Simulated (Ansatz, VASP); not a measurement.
## Cross-check of Zr4N2O5 (Zr4N2O5 (I4cm)) between VASP and Ansatz

Aim: how closely do two programs agree when they are given the same cell, functional and k mesh? The structure shown is the start of the Ansatz relaxation below; VASP solves that cell, so the two are compared at the walk's first step.

Calculated with Ansatz 0.2.0; plane waves, with VASP 6.6.1 beside it; single point at PBEsol.

## 1. The structure

The cell holds 44 atoms: 16 Zr, 8 N and 20 O. Its edges and angles: a = 8.908 Å, b = 8.908 Å, c = 8.908 Å, α = 109.2°, β = 109.2°, γ = 110.1°.

As a file:

```xyz
44
Lattice="-5.1630 5.1630 5.1025 5.1630 -5.1630 5.1025 5.1630 5.1630 -5.1025" Properties=species:S:1:pos:R:3 pbc="T T T"
Zr    2.5222    0.3141    7.6824
Zr    5.1630    5.1630   -5.0877
Zr    0.0000    5.1630    0.3729
Zr    5.1630    5.1630    0.0148
Zr    2.5222   -0.3141    2.5799
Zr    2.3584    2.8046    5.3607
Zr    2.8046   -2.3584    5.3607
Zr    5.4771    2.6408    2.5799
Zr    4.8489    2.6408   -2.5225
Zr   -0.3141    2.5222    7.6824
Zr    0.3141    2.5222    2.5799
Zr    2.8046    2.3584    0.2582
Zr    2.3584    7.5214    0.2582
Zr    2.6408    5.4771   -2.5225
Zr    5.1630    0.0000    0.3729
Zr    2.6408    4.8489    2.5799
N     3.7535    1.4095    6.2698
N     1.1379    4.0251    4.0074
N     4.0251   -1.1379    4.0074
N    -1.4095    3.7535    6.2698
N     6.5725    1.4095    1.1674
N     4.0251    1.1379   -1.0950
N     1.1379    6.3009   -1.0950
N     1.4095    3.7535    1.1674
O     1.0729    8.9161    1.3154
O     3.9551    3.6208    3.9143
O     1.5422    1.2079    3.9143
O     1.2640    6.4270    1.8492
O     1.4099   -1.0729    6.4178
O    -1.2640    3.8990    1.8492
O    -3.6208    3.9551    3.9143
O     4.0901    3.7531    1.3154
O     6.3709    3.6208   -1.1882
O    -1.2079    1.5422    3.9143
O     1.0729    1.4099    6.4178
O    -1.0729    1.4099    1.3154
O     8.7838    1.2079   -1.1882
O     3.8990    1.2640    1.8492
O     3.7531    6.2359    1.3154
O     1.4099    1.0729    1.3154
O     8.9161   -1.0729    1.3154
O     6.4270   -1.2640    1.8492
O     3.6208    3.9551   -1.1882
O     1.2079    1.5422   -1.1882
```

## 2. Ansatz: relaxation, PBEsol

Ansatz runs on its default PAW (the set named soft_2) files.

The two programs are compared at the cell with which this relaxation starts, whose forces are those of its first step.

input.yaml

```yaml
crystal:
  lattice:
    - [-5.162999, 5.162999, 5.102463]
    - [5.162999, -5.162999, 5.102463]
    - [5.162999, 5.162999, -5.102463]
  atoms:
    - { symbol: Zr, position: [0.783226, 0.997073, 0.274676] }
    - { symbol: Zr, position: [0.001447, 0.001447, 0.0] }
    - { symbol: Zr, position: [0.536546, 0.036546, 0.5] }
    - { symbol: Zr, position: [0.501447, 0.501447, 0.0] }
    - { symbol: Zr, position: [0.222397, 0.497073, 0.213847] }
    - { symbol: Zr, position: [0.796907, 0.753704, 0.5] }
    - { symbol: Zr, position: [0.296907, 0.796907, 0.043203] }
    - { symbol: Zr, position: [0.50855, 0.783226, 0.786153] }
    - { symbol: Zr, position: [0.00855, 0.222397, 0.725324] }
    - { symbol: Zr, position: [0.997073, 0.722397, 0.213847] }
    - { symbol: Zr, position: [0.497073, 0.283226, 0.274676] }
    - { symbol: Zr, position: [0.253704, 0.296907, 0.5] }
    - { symbol: Zr, position: [0.753704, 0.253704, 0.956797] }
    - { symbol: Zr, position: [0.283226, 0.00855, 0.786153] }
    - { symbol: Zr, position: [0.036546, 0.536546, 0.5] }
    - { symbol: Zr, position: [0.722397, 0.50855, 0.725324] }
    - { symbol: "N", position: [0.750893, 0.977896, 0.5] }
    - { symbol: "N", position: [0.782496, 0.502899, 0.5] }
    - { symbol: "N", position: [0.282496, 0.782496, 0.279597] }
    - { symbol: "N", position: [0.977896, 0.477896, 0.227003] }
    - { symbol: "N", position: [0.250893, 0.750893, 0.772997] }
    - { symbol: "N", position: [0.002899, 0.282496, 0.5] }
    - { symbol: "N", position: [0.502899, 0.002899, 0.720403] }
    - { symbol: "N", position: [0.477896, 0.250893, 0.5] }
    - { symbol: O, position: [0.992358, 0.232796, 0.967366] }
    - { symbol: O, position: [0.73422, 0.766592, 0.733679] }
    - { symbol: O, position: [0.500541, 0.532913, 0.266321] }
    - { symbol: O, position: [0.803608, 0.303608, 0.744811] }
    - { symbol: O, position: [0.524992, 0.76543, 0.032634] }
    - { symbol: O, position: [0.558797, 0.058797, 0.255189] }
    - { symbol: O, position: [0.766592, 0.032913, 0.032372] }
    - { symbol: O, position: [0.492358, 0.524992, 0.759562] }
    - { symbol: O, position: [0.23422, 0.500541, 0.967628] }
    - { symbol: O, position: [0.532913, 0.266592, 0.032372] }
    - { symbol: O, position: [0.76543, 0.732796, 0.240438] }
    - { symbol: O, position: [0.26543, 0.024992, 0.032634] }
    - { symbol: O, position: [0.000541, 0.73422, 0.967628] }
    - { symbol: O, position: [0.303608, 0.558797, 0.5] }
    - { symbol: O, position: [0.732796, 0.492358, 0.967366] }
    - { symbol: O, position: [0.232796, 0.26543, 0.240438] }
    - { symbol: O, position: [0.024992, 0.992358, 0.759562] }
    - { symbol: O, position: [0.058797, 0.803608, 0.5] }
    - { symbol: O, position: [0.266592, 0.23422, 0.733679] }
    - { symbol: O, position: [0.032913, 0.000541, 0.266321] }
basis:
  ecutwfc: 420
  xc_grid: 2
hamiltonian:
  xc: pbesol
kpoints:
  mp_grid: { grid: [4, 4, 4] }
scf:
  occupations: { method: fermi_dirac, width: 0.01 }
  max_iter: 150
output:
  forces: true
  stress: true
relax:
  f_tol: 0.01
  max_steps: 60
  cell: {}
checkpoint:
  write: "../pbesol.run"
  compress: false
  write_wavefunctions: false
  write_every: 100000
```

Launch:

```sh
> ansatz run input.yaml --threads 4 --pin off --max-ram 6594MiB --backend cpu --events-out ev --progress --plain --runs-dir out
```

Numbers of over 12 decimals in the logs are rounded to 6 here.

What it wrote:

```text
Engine: ansatz 0.2.0, x86_64-unknown-linux-gnu
Pseudopotentials: kind: paw
Pseudopotential: Zr, paw, valence charge 12, recommended cutoff 420 eV (normal), Zr.paw.azcp
Pseudopotential: N, paw, valence charge 5, recommended cutoff 420 eV (normal), N.paw.azcp
Pseudopotential: O, paw, valence charge 6, recommended cutoff 420 eV (normal), O.paw.azcp
Functional definition: PBEsol
  exchange = pbesol_x
  correlation = pbesol_c
Crystal: 44 atoms, lattice volume = 544.056 Å³
Basis set: ecut = 420 eV, 10649 PW (Γ), exchange–correlation on 120×120×120 points (8 copies of the dense FFT grid, shifted against one another)
Bands: 220, of which v1, the nominal top of the filled ones, is band 176 counted from 1 (175 counted from 0)
Symmetry: 8 space group operations
Space group: I4cm (ITA 108), of the structure as read, at distance tolerance 8.2e-5 Å
k-points: 13 of 64 (time reversal used)
Non-local potential: Zr, projectors of the file, l = 0: 3, l = 1: 2, l = 2: 2, l = 3: 2
Non-local potential: N, projectors of the file, l = 0: 2, l = 1: 2, l = 2: 1
Non-local potential: O, projectors of the file, l = 0: 2, l = 1: 2, l = 2: 1
PAW form: soft (Blöchl's): semilocal exchange-correlation on the pseudo side does not see the compensation charge
PAW frozen core: Zr, regenerated for the run's functional, and the local potential with it (the file was generated under x = pbe(κ = 0.804, μ = 0.219515), c = pbe(β = 0.066725))
PAW frozen core: N, regenerated for the run's functional, and the local potential with it (the file was generated under x = pbe(κ = 0.804, μ = 0.219515), c = pbe(β = 0.066725))
PAW frozen core: O, regenerated for the run's functional, and the local potential with it (the file was generated under x = pbe(κ = 0.804, μ = 0.219515), c = pbe(β = 0.066725))
PAW one-centre angular grid: Zr, 590 points (default); XC on 64 Gauss nodes
PAW one-centre angular grid: N, 110 points (default); XC on 64 Gauss nodes
PAW one-centre angular grid: O, 110 points (default); XC on 64 Gauss nodes
Initial density: superposition of atomic densities (neutral atoms: chi_scale 0, normalization atom), corrected by the library's trained network
Initial wavefunctions: pseudopotential atomic-orbital guess
Functional: x = pbesol(κ = 0.804, μ = 0.123457), c = pbesol(β = 0.046)
SCF iter   1: F=—  HF=-80380.384230 eV  |F-HF|=—  |Δ(HF+E_count)|=         —  Δρ=1.65e-2  dr2=1.32e0  ethr=1.77e-3  ⟨swp⟩=5.0  Hψ=10332  notcnv=0  defer=335
preconditioner: auto → Resta (q_TF=auto, 2.537 Å⁻¹)  ε∞=4.1  [insulator: Δε(μ)=2.167 eV  Ē_g=16.218 eV  σ=0.010 eV  W_gap=1.00  n_scr=140 (ndim 8)  ℏωp=28.5 eV  f_vac=0.017  D(μ)=0.00/eV (n_scr^D=0)  ε∞_Penn≈4.1]
SCF iter   2: F=—  HF=-80380.095272 eV  |F-HF|=—  |Δ(HF+E_count)|=   2.89e-1  Δρ=5.04e-3  dr2=1.01e-1  ethr=3.76e-4  ⟨swp⟩=2.0  Hψ=4837  notcnv=0  defer=471
SCF iter   3: F=—  HF=-80380.074522 eV  |F-HF|=—  |Δ(HF+E_count)|=   2.07e-2  Δρ=1.78e-3  dr2=1.44e-2  ethr=2.88e-5  ⟨swp⟩=2.0  Hψ=3944  notcnv=0  defer=471
SCF iter   4: F=—  HF=-80380.073032 eV  |F-HF|=—  |Δ(HF+E_count)|=   1.49e-3  Δρ=6.33e-4  dr2=2.07e-3  ethr=4.10e-6  ⟨swp⟩=2.2  Hψ=4573  notcnv=0  defer=471
SCF iter   5: F=—  HF=-80380.072762 eV  |F-HF|=—  |Δ(HF+E_count)|=   2.70e-4  Δρ=1.97e-4  dr2=2.09e-4  ethr=5.87e-7  ⟨swp⟩=2.0  Hψ=3743  notcnv=0  defer=471
SCF iter   6: F=—  HF=-80380.072799 eV  |F-HF|=—  |Δ(HF+E_count)|=   3.77e-5  Δρ=4.95e-5  dr2=1.60e-5  ethr=5.95e-8  ⟨swp⟩=2.0  Hψ=3703  notcnv=0  defer=471
SCF iter   7: F=—  HF=-80380.071115 eV  |F-HF|=—  |Δ(HF+E_count)|=   1.68e-3  Δρ=3.91e-5  dr2=8.29e-6  ethr=4.55e-9  ⟨swp⟩=2.0  Hψ=4239  notcnv=0  defer=471
SCF iter   8: F=—  HF=-80380.071115 eV  |F-HF|=—  |Δ(HF+E_count)|=   5.77e-7  Δρ=9.22e-6  dr2=4.44e-7  ethr=2.36e-9  ⟨swp⟩=2.0  Hψ=3689  notcnv=0  defer=471
SCF iter   9: F=-80380.071115 eV  HF=-80380.071115 eV  |F-HF|=2.03e-8  |Δ(HF+E_count)|=   2.21e-7  Δρ=2.23e-6  dr2=2.61e-8  ethr=2.84e-11  ⟨swp⟩=4.0  Hψ=8268  notcnv=0
SCF 1 converged in 9 iterations: F = -80380.071115 eV  dr2 = 2.61e-8
  greatest PAW one-centre occupation: 0.996 electrons in one spin orbital (limit 2), on the Zr atom at site 14 (counted from 0), in its partial waves of l = 0
relax step   1: F+E_penalty+E_count = -80380.07111498 eV  Δ(F+E_penalty+E_count) = +0.000e0 eV  max|allowed force component| = 2.465e-1 eV/Å  Δτ_max = 0.0000 Å  P = -10.777 GPa  Ω = 544.056 Å³  (9 SCF iters, dr2 threshold 1.00e-7 eV, accepted)
Crystal: 44 atoms, lattice volume = 507.253 Å³
Basis set: ecut = 420 eV, 9973 PW (Γ), exchange–correlation on 120×120×120 points (8 copies of the dense FFT grid, shifted against one another)
Initial density: handed on by an earlier stage of this run
Initial wavefunctions: those handed on with the density
iter 1 solved again at ethr=2.91e-4 eV; its pass at ethr=3.10e-3 eV (dr2=1.03e0 eV) is discarded
[...]
SCF iter   3: F=—  HF=-80381.010443 eV  |F-HF|=—  |Δ(HF+E_count)|=   2.24e-8  Δρ=1.64e-6  dr2=6.03e-9  ethr=7.07e-12  ⟨swp⟩=2.0  Hψ=3983  notcnv=0
SCF iter   4: F=—  HF=-80381.010443 eV  |F-HF|=—  |Δ(HF+E_count)|=   2.17e-9  Δρ=2.48e-7  dr2=4.94e-10  ethr=1.71e-12  ⟨swp⟩=2.0  Hψ=4273  notcnv=0
[...]
SCF converged after 5 iterations
Free energy (F): -80381.010443 eV
Harris-Foulkes:  -80381.010443 eV  (|F-HF|=1.89e-10)
Internal energy: -80381.010443 eV  (E = F + TS)
E sigma→0 (E₀):  -80381.010443 eV
Fermi energy:    13.240392 eV
--- Per-component energies (eV) ---
  E_band       = -1171.770234
  E_kinetic    = 9928.631175
  E_local      = -17756.983423  (includes V_loc(G=0)·N_el)
  E_nonlocal   = 2572.853527
  E_hartree    = 5901.190321
  E_xc         = -4538.537678
  E_vxc        = -5573.275684  (∫ρ·V_xc dr)
  E_paw        = -50408.483436  (= ΣΔE_a)
  E_vpaw       = -2145.426389  (= ΣTr[D̂ρ^β])
  E_aug_tail   = 0.050327  (compensation charges beyond the density's cutoff)
  E_ewald      = -26083.313332
  E_core_change = 3.582076  (= ΣΔE_core)
  E_smearing   = -0.000000  (= −TS)
  E_closure    = 0.000000  (closes the sum)
  Σ components = -80381.010443   (vs F -80381.010443, Δ=0.00e0)
--- Forces (eV/Å), atoms counted from 1 ---
  atom   1  Zr    -0.00290514     0.00045746    -0.00186658
  atom   2  Zr    -0.00000000    -0.00000000    -0.00048354
  atom   3  Zr    -0.00000000    -0.00000000     0.00215001
  atom   4  Zr    -0.00000000     0.00000000    -0.00048354
  atom   5  Zr    -0.00290514    -0.00045746    -0.00186658
  atom   6  Zr     0.00081830    -0.00081830     0.00149143
  atom   7  Zr    -0.00081830    -0.00081830     0.00149143
  atom   8  Zr     0.00045746     0.00290514    -0.00186658
  atom   9  Zr    -0.00045746     0.00290514    -0.00186658
  atom  10  Zr    -0.00045746    -0.00290514    -0.00186658
  atom  11  Zr     0.00045746    -0.00290514    -0.00186658
  atom  12  Zr    -0.00081830     0.00081830     0.00149143
  atom  13  Zr     0.00081830     0.00081830     0.00149143
  atom  14  Zr     0.00290514     0.00045746    -0.00186658
  atom  15  Zr    -0.00000000     0.00000000     0.00215001
  atom  16  Zr     0.00290514    -0.00045746    -0.00186658
  atom  17  N      0.00228413    -0.00228413    -0.00034200
  atom  18  N     -0.00128021     0.00128021    -0.00147458
  atom  19  N      0.00128021     0.00128021    -0.00147458
  atom  20  N      0.00228413     0.00228413    -0.00034200
  atom  21  N     -0.00228413    -0.00228413    -0.00034200
  atom  22  N      0.00128021    -0.00128021    -0.00147458
  atom  23  N     -0.00128021    -0.00128021    -0.00147458
  atom  24  N     -0.00228413     0.00228413    -0.00034200
[...]
atom  37  O     -0.00200704     0.00092272    -0.00110615
  atom  38  O     -0.00044555     0.00044555     0.00115147
  atom  39  O     -0.00116005     0.00049468     0.00214159
  atom  40  O      0.00116005     0.00049468     0.00214159
  atom  41  O     -0.00116005    -0.00049468     0.00214159
  atom  42  O      0.00044555    -0.00044555     0.00115147
  atom  43  O     -0.00200704    -0.00092272    -0.00110615
  atom  44  O      0.00092272     0.00200704    -0.00110615
  max |Σ_I F_I| component: 1.09e-5 eV/Å
--- Stress (GPa, compression-positive) ---
       -0.002445       0.000000      -0.000000
        0.000000      -0.002445      -0.000000
       -0.000000      -0.000000      -0.002414
  P = ⅓ Tr σ = -0.0024 GPa (-0.024 kbar)
--- Relaxed structure (6 steps of the walk, 6 accepted, 2 SCFs on fresh bases) ---
  F+E_penalty+E_count = -80381.01044337 eV   max|allowed force component| = 2.905e-3 eV/Å   (the final SCF, on the basis selected at the relaxed cell)
  cell:  # Å, volume = 517.4063 Å³
    - [-5.077998, 5.077998, 5.016336]
    - [5.077998, -5.077998, 5.016336]
    - [5.077998, 5.077998, -5.016336]
  atoms:
    - { symbol: Zr, position: [0.782975, 0.996857, 0.274173] }
    - { symbol: Zr, position: [0.00112861, 0.00112861, -1.3167334529704117e-19] }
    - { symbol: Zr, position: [0.537303, 0.037303, 0.5] }
    - { symbol: Zr, position: [0.501129, 0.501129, -2.4680529295079744e-18] }
    - { symbol: Zr, position: [0.222684, 0.496857, 0.213882] }
    - { symbol: Zr, position: [0.796885, 0.753753, 0.5] }
    - { symbol: Zr, position: [0.296885, 0.796885, 0.043132] }
    - { symbol: Zr, position: [0.508802, 0.782975, 0.786118] }
    - { symbol: Zr, position: [0.00880161, 0.222684, 0.725827] }
    - { symbol: Zr, position: [0.996857, 0.722684, 0.213882] }
    - { symbol: Zr, position: [0.496857, 0.282975, 0.274173] }
    - { symbol: Zr, position: [0.253753, 0.296885, 0.5] }
    - { symbol: Zr, position: [0.753753, 0.253753, 0.956868] }
    - { symbol: Zr, position: [0.282975, 0.00880161, 0.786118] }
    - { symbol: Zr, position: [0.037303, 0.537303, 0.5] }
    - { symbol: Zr, position: [0.722684, 0.508802, 0.725827] }
    - { symbol: N, position: [0.751161, 0.978086, 0.5] }
    - { symbol: N, position: [0.782638, 0.503281, 0.5] }
    - { symbol: N, position: [0.282638, 0.782638, 0.279358] }
    - { symbol: N, position: [0.978086, 0.478086, 0.226925] }
    - { symbol: N, position: [0.251161, 0.751161, 0.773075] }
    - { symbol: N, position: [0.00328076, 0.282638, 0.500000] }
    - { symbol: N, position: [0.503281, 0.00328076, 0.720642] }
    - { symbol: N, position: [0.478086, 0.251161, 0.5] }
    - { symbol: O, position: [0.991743, 0.232312, 0.967191] }
    - { symbol: O, position: [0.733777, 0.766302, 0.733650] }
    - { symbol: O, position: [0.500127, 0.532653, 0.266350] }
    - { symbol: O, position: [0.804009, 0.304009, 0.743878] }
    - { symbol: O, position: [0.524552, 0.765121, 0.032809] }
    - { symbol: O, position: [0.560131, 0.060131, 0.256122] }
    - { symbol: O, position: [0.766302, 0.032653, 0.032525] }
    - { symbol: O, position: [0.491743, 0.524552, 0.759431] }
    - { symbol: O, position: [0.233777, 0.500127, 0.967475] }
    - { symbol: O, position: [0.532653, 0.266302, 0.032525] }
    - { symbol: O, position: [0.765121, 0.732312, 0.240569] }
    - { symbol: O, position: [0.265121, 0.024552, 0.032809] }
    - { symbol: O, position: [0.000127361, 0.733777, 0.967475] }
    - { symbol: O, position: [0.304009, 0.560131, 0.5] }
    - { symbol: O, position: [0.732312, 0.491743, 0.967191] }
    - { symbol: O, position: [0.232312, 0.265121, 0.240569] }
    - { symbol: O, position: [0.024552, 0.991743, 0.759431] }
    - { symbol: O, position: [0.060131, 0.804009, 0.500000] }
    - { symbol: O, position: [0.266302, 0.233777, 0.733650] }
    - { symbol: O, position: [0.032653, 0.000127361, 0.266350] }
```

(Part 1 of 2 ends here.)

[Lines on the potential files, build, host, timing and source positions are cut from VASP's logs without a mark.]

[Logs are printed without paths, hosts, clocks, repeated set-up lines and the standing remarks that a program may print on its own settings, such as how far it seeks lower states.]

[Hosts, paths, dates, database ids (printed as entryN), source tags and the programs' standing remarks are cut or masked in the printed files.]
